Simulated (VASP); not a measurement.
Input:

```yaml
crystal:
  lattice:
    - [2.25067, -3.89828, 0.00000]
    - [2.25067, 3.89828, 0.00000]
    - [0.00000, 0.00000, 4.98584]
  atoms:
    - { symbol: Se, position: [0.00000, 0.21755, 0.66667] }
    - { symbol: Se, position: [0.78245, 0.78245, 0.00000] }
    - { symbol: Se, position: [0.21755, 0.00000, 0.33333] }
```

Level of theory: r2SCAN meta-GGA, VASP's PBE PAW potentials (set 64) (plane waves; VASP). Numerical set-up: 400 eV cut-off, 10×10×8 Γ-centred mesh, Gaussian smearing of 0.010 eV, potentials Se.

Problem. The job: Se (trig), 3 atoms, r2SCAN, optics run with many empty bands, 400 eV, 10×10×8 Γ-centred mesh. Roughly how much core time does it take on a busy server core?

Solution. About 9 core-minutes (one run on a shared machine, a rough figure). It had 94 irreducible k-points, 39 bands, up to 1636 plane waves and 23 electronic steps.

The compound is Se in the trig structure. It was relaxed first, which changed the volume by +7 %.
